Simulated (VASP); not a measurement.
Computed with r2SCAN meta-GGA, VASP's PBE PAW potentials (set 64) (plane waves; VASP).

The input files of a VASP run:

### POSCAR
```
SnO
1.0
  3.0925151356   0.0000000000   0.0000000000
  0.0000000000   3.0925151356   0.0000000000
  0.0000000000   0.0000000000   3.0925151356
Sn O
1 1
direct
  0.0000000000   0.0000000000   1.0000000000
  0.5000000000   0.5000000000   0.5000000000
```

### KPOINTS
```
Regular mesh
0
G
11 11 11
0 0 0
```

**INCAR**
```
! general
SYSTEM  = SnO
PREC    = Accurate
ENCUT   = 520
LREAL   = .FALSE.
LASPH   = .TRUE.

! electronic loop
EDIFF   = 1E-6
NELM    = 100
ALGO    = Normal
LMAXMIX = 4
LMIXTAU = .TRUE.

! smearing
ISMEAR  = 1
SIGMA   = 0.1

! functional
METAGGA = R2SCAN

! ions
IBRION  = 2
NSW     = 60
ISIF    = 3
EDIFFG  = -0.01

! output
LWAVE   = .FALSE.
LCHARG  = .FALSE.
```

POTCAR, in this order: Sn_d O (PBE.64 set). Program: vasp_std.

The resulting files:

### OSZICAR
```
       N       E                     dE             d eps       ncg     rms          rms(c)
DAV:   1     0.126169155251E+03    0.12617E+03   -0.10918E+04  1638   0.230E+03
DAV:   2    -0.244218400808E+02   -0.15059E+03   -0.14529E+03  1748   0.456E+02
DAV:   3    -0.376678135472E+02   -0.13246E+02   -0.13196E+02  1850   0.122E+02
DAV:   4    -0.379460901042E+02   -0.27828E+00   -0.27821E+00  1786   0.192E+01
DAV:   5    -0.379546514379E+02   -0.85613E-02   -0.85613E-02  2086   0.324E+00    0.743E+00
DAV:   6    -0.313335031244E+02    0.66211E+01   -0.78956E+00  2288   0.545E+01    0.306E+00
DAV:   7    -0.314472034476E+02   -0.11370E+00   -0.10613E+00  1604   0.106E+01    0.142E+00
DAV:   8    -0.321270377644E+02   -0.67983E+00   -0.51277E-01  1598   0.774E+00    0.435E-01
DAV:   9    -0.315224357988E+02    0.60460E+00   -0.35180E-01  1604   0.654E+00    0.170E-01
DAV:  10    -0.315910960330E+02   -0.68660E-01   -0.51538E-02  1694   0.219E+00    0.104E-01
DAV:  11    -0.315921838658E+02   -0.10878E-02   -0.10648E-03  1862   0.340E-01    0.708E-02
DAV:  12    -0.315922350077E+02   -0.51142E-04   -0.57561E-04  1604   0.267E-01    0.292E-02
DAV:  13    -0.315925615243E+02   -0.32652E-03   -0.12253E-04  1628   0.119E-01    0.208E-02
DAV:  14    -0.315925757277E+02   -0.14203E-04   -0.27567E-05  1772   0.721E-02    0.647E-03
DAV:  15    -0.315925725695E+02    0.31582E-05   -0.13184E-05  1604   0.396E-02    0.369E-03
DAV:  16    -0.315925796479E+02   -0.70784E-05   -0.28557E-06  1652   0.181E-02    0.197E-03
DAV:  17    -0.315925798159E+02   -0.16804E-06   -0.45004E-07   862   0.664E-03
   1 F= -.31592580E+02 E0= -.31592615E+02  d E =-.315926E+02
       N       E                     dE             d eps       ncg     rms          rms(c)
DAV:   1    -0.316417250339E+02   -0.49145E-01   -0.10321E+00  1892   0.188E+01    0.144E+00
DAV:   2    -0.316020462189E+02    0.39679E-01   -0.15222E-01  1694   0.468E+00    0.531E-01
DAV:   3    -0.315955832814E+02    0.64629E-02   -0.23857E-02  2120   0.227E+00    0.278E-01
DAV:   4    -0.315931282091E+02    0.24551E-02   -0.71001E-03  2324   0.149E+00    0.480E-02
DAV:   5    -0.315932400620E+02   -0.11185E-03   -0.85201E-04  1632   0.367E-01    0.189E-02
DAV:   6    -0.315932159110E+02    0.24151E-04   -0.38529E-04  1580   0.203E-01    0.159E-02
DAV:   7    -0.315933853918E+02   -0.16948E-03   -0.91198E-05  1592   0.920E-02    0.110E-02
DAV:   8    -0.315933658307E+02    0.19561E-04   -0.39723E-05  1616   0.613E-02    0.593E-03
DAV:   9    -0.315933847537E+02   -0.18923E-04   -0.10704E-05  1598   0.315E-02    0.188E-03
DAV:  10    -0.315933869801E+02   -0.22264E-05   -0.15823E-06  1312   0.135E-02    0.492E-04
DAV:  11    -0.315933871083E+02   -0.12819E-06   -0.22117E-07   796   0.570E-03
   2 F= -.31593387E+02 E0= -.31593422E+02  d E =-.807292E-03
       N       E                     dE             d eps       ncg     rms          rms(c)
DAV:   1    -0.315995832063E+02   -0.61962E-02   -0.12331E-01  1880   0.632E+00    0.501E-01
DAV:   2    -0.315947447331E+02    0.48385E-02   -0.18380E-02  1712   0.164E+00    0.184E-01
DAV:   3    -0.315939545885E+02    0.79014E-03   -0.28221E-03  2146   0.809E-01    0.960E-02
DAV:   4    -0.315936666000E+02    0.28799E-03   -0.82948E-04  2316   0.519E-01    0.167E-02
DAV:   5    -0.315936736697E+02   -0.70697E-05   -0.11381E-04  1632   0.134E-01    0.694E-03
DAV:   6    -0.315936783155E+02   -0.46458E-05   -0.53424E-05  1580   0.752E-02    0.524E-03
DAV:   7    -0.315936988246E+02   -0.20509E-04   -0.10961E-05  1580   0.319E-02    0.376E-03
DAV:   8    -0.315936959061E+02    0.29185E-05   -0.48512E-06  1616   0.213E-02    0.222E-03
DAV:   9    -0.315936983675E+02   -0.24614E-05   -0.16892E-06  1206   0.127E-02    0.561E-04
DAV:  10    -0.315936985767E+02   -0.20918E-06   -0.14914E-07   796   0.475E-03
   3 F= -.31593699E+02 E0= -.31593734E+02  d E =-.111876E-02
```

File OUTCAR:
```
------------------------ aborting loop because EDIFF is reached ----------------------------------------
  FORCE on cell =-STRESS in cart. coord.  units (eV):
  Direction    XX          YY          ZZ          XY          YZ          ZX
  --------------------------------------------------------------------------------------
  Total        0.0010942      0.0010942      0.0010942     -0.0000000      0.0000000     -0.0000000
  in kB        0.0586692      0.0586692      0.0586692     -0.0000000      0.0000000     -0.0000000
  external PRESSURE =       0.0586692 kB  Pullay stress =       0.0000000 kB
  volume of cell :       29.88
      direct lattice vectors                 reciprocal lattice vectors
     3.103149535 -0.000000000  0.000000000     0.322253243 -0.000000000  0.000000000
     0.000000000  3.103149535  0.000000000     0.000000000  0.322253243 -0.000000000
    -0.000000000  0.000000000  3.103149535    -0.000000000 -0.000000000  0.322253243
 POSITION                                       TOTAL-FORCE (eV/Angst)
 -----------------------------------------------------------------------------------
      0.00000      0.00000      0.00000        -0.000000     -0.000000      0.000000
      1.55157      1.55157      1.55157         0.000000      0.000000      0.000000
 -----------------------------------------------------------------------------------
    total drift:                                0.000000      0.000000     -0.000000
  FREE ENERGIE OF THE ION-ELECTRON SYSTEM (eV)
  ---------------------------------------------------
  free  energy   TOTEN  =       -31.5936985767 eV

  energy  without entropy=      -31.5938034322  energy(sigma->0) =      -31.59373353

 reached required accuracy - stopping structural energy minimisation
```
(Selected blocks of OUTCAR.)

### CONTCAR
```
SnO
   1.00000000000000
     3.1031495345661710   -0.0000000000000000    0.0000000000000000
     0.0000000000000000    3.1031495345661710    0.0000000000000000
    -0.0000000000000000    0.0000000000000000    3.1031495345661710
  Sn              O
     1     1
Direct
     0.0000000000000000    0.0000000000000000    0.0000000000000000
     0.5000000000000000    0.5000000000000000    0.5000000000000000
```

The structure was generated: SnO was put into the CsCl type (Pm-3m), which need not be its known phase. This run relaxes it. Symmetry was kept, so distortions that lower it aren't found. The start is the result of an earlier pass.
